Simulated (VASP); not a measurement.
OSZICAR of a VASP run on MgH2 (rutile):

File OSZICAR:
```
       N       E                     dE             d eps       ncg     rms          rms(c)
DAV:   1    -0.330459991172E+01   -0.33046E+01   -0.33017E+03   384   0.786E+02
DAV:   2    -0.246053181386E+02   -0.21301E+02   -0.20643E+02   488   0.839E+01
DAV:   3    -0.253583385168E+02   -0.75302E+00   -0.75302E+00   512   0.227E+01
DAV:   4    -0.253601065106E+02   -0.17680E-02   -0.17680E-02   536   0.113E+00
DAV:   5    -0.253601164980E+02   -0.99873E-05   -0.99873E-05   552   0.608E-02    0.650E+00
DAV:   6    -0.238562889760E+02    0.15038E+01   -0.49313E-01   400   0.562E+00    0.358E+00
DAV:   7    -0.238053974021E+02    0.50892E-01   -0.80405E-01   400   0.829E+00    0.503E-01
DAV:   8    -0.242209671318E+02   -0.41557E+00   -0.28434E-01   400   0.495E+00    0.419E-01
DAV:   9    -0.237000034350E+02    0.52096E+00   -0.26264E-01   384   0.452E+00    0.194E-01
DAV:  10    -0.237279709214E+02   -0.27967E-01   -0.41336E-02   384   0.333E+00    0.360E-02
DAV:  11    -0.237253369636E+02    0.26340E-02   -0.50531E-04   480   0.327E-01    0.315E-02
DAV:  12    -0.237329837617E+02   -0.76468E-02   -0.20762E-03   384   0.848E-01    0.533E-02
DAV:  13    -0.237268597000E+02    0.61241E-02   -0.11866E-03   384   0.485E-01    0.126E-02
DAV:  14    -0.237268494815E+02    0.10219E-04   -0.28553E-05   560   0.934E-02    0.109E-02
DAV:  15    -0.237268301386E+02    0.19343E-04   -0.68822E-06   384   0.427E-02    0.872E-03
DAV:  16    -0.237268402405E+02   -0.10102E-04   -0.19285E-05   384   0.526E-02    0.195E-03
DAV:  17    -0.237268410262E+02   -0.78571E-06   -0.77681E-07   496   0.111E-02    0.130E-03
DAV:  18    -0.237268408383E+02    0.18785E-06   -0.60092E-08   400   0.309E-03    0.936E-04
DAV:  19    -0.237268408538E+02   -0.15488E-07   -0.22281E-07   408   0.652E-03
   1 F= -.23726841E+02 E0= -.23726841E+02  d E =-.237268E+02
```

Question: Which electronic solver shows in the log?

Answer: It is blocked Davidson (ALGO = Normal, or the opening steps of other solvers). The INCAR had ALGO = Normal.

Question: Can the final energy be trusted as converged?

Answer: Self-consistency was reached. It stopped with EDIFF = 1E-7, NELM = 100, NSW = 30 and EDIFFG = -0.01 after 1 ionic step (r2SCAN meta-GGA, plane waves, VASP's PBE PAW potentials (set 64)).

The compound is MgH2 in the rutile structure. It was relaxed first.
